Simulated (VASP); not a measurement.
Input:

```
CELL_PARAMETERS angstrom
      1.61570     0.93283     8.52228
     -1.61570     0.93283     8.52228
      0.00000    -1.86565     8.52228
ATOMIC_POSITIONS crystal
  In 0.00000 0.00000 0.00000
  Ga 0.78290 0.78290 0.78290
  Zn 0.21710 0.21710 0.21710
  O  0.87180 0.87180 0.87180
  O  0.12820 0.12820 0.12820
  O  0.70720 0.70720 0.70720
  O  0.29280 0.29280 0.29280
```

Computed with PBEsol GGA, VASP's PBE PAW potentials (set 64) (plane waves; VASP 6.6.1). Run with 400 eV cut-off, 10×10×10 Γ-centred mesh, first-order Methfessel-Paxton smearing of 0.20 eV, potentials In_d Ga_d Zn O.

At this cut-off the stress carries a Pulay error, which pulls relaxed volumes low.

### Question
Give the force on each atom (eV/Å).

### Answer

```tsv
atom	Fx	Fy	Fz
In1	0.000	0.000	-1.658
Ga2	0.000	0.000	1.143
Zn3	0.000	0.000	0.396
O4	0.000	0.000	-1.860
O5	0.000	0.000	-1.310
O6	0.000	0.000	2.257
O7	0.000	0.000	1.033
```

### Question
Give the stress tensor in GPa (positive for a compressed cell).

### Answer

```
11.23   0.00   0.00
 0.00  11.23   0.00
 0.00   0.00   2.82
```
The pressure is its mean diagonal, 8.43 GPa.

The structure was generated: ZnInGaO4 was put into an ordered model structure, which need not be its known phase. The cell was not relaxed at this level.
